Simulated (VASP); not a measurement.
SnAs, 2 atoms in the cell. The structure is cubic, space group Fm-3m (No. 225). Conventional cell: a = 5.681 Å, b = 5.681 Å, c = 5.681 Å, α = 90.00°, β = 90.00°, γ = 90.00°. Sn (site symmetry m-3m) is surrounded by 6 As at 2.84 Å. Around As (site symmetry m-3m) lie 6 Sn at 2.84 Å. 

```yaml
Program: VASP 6.6.1
Task: relaxation of cell and atoms
Functional: PBEsol
Potentials_or_basis: VASP PAW PBE potentials, release 64 (Sn_d, As)
Cutoff: 700 eV
k_mesh: 12 × 12 × 12
Occupations: gaussian, width 0.1 eV
Spin: no spin polarisation
Further_INCAR_settings: ALGO = Normal; EDIFF = 1e-07; IBRION = 2; EDIFFG = -0.002; NSW = 80; ISIF = 3
```

Potentials or basis: VASP PAW PBE potentials, release 64 (Sn_d, As).

Run with:

```bash
$ cat potpaw_PBE.64/Sn_d/POTCAR potpaw_PBE.64/As/POTCAR > POTCAR
$ mpirun -np 1 vasp_std > vasp.out
```

Hardware: 1 thread of Intel(R) Xeon(R) 6975P-C (Granite Rapids), on a shared host.

Estimate the wall time of this run.

Wall time 120 s on 1 thread of Intel(R) Xeon(R) 6975P-C (Granite Rapids) (shared host), peak memory 0.25 GiB. Counts: scf iterations 60, k points 72, ion steps 15.
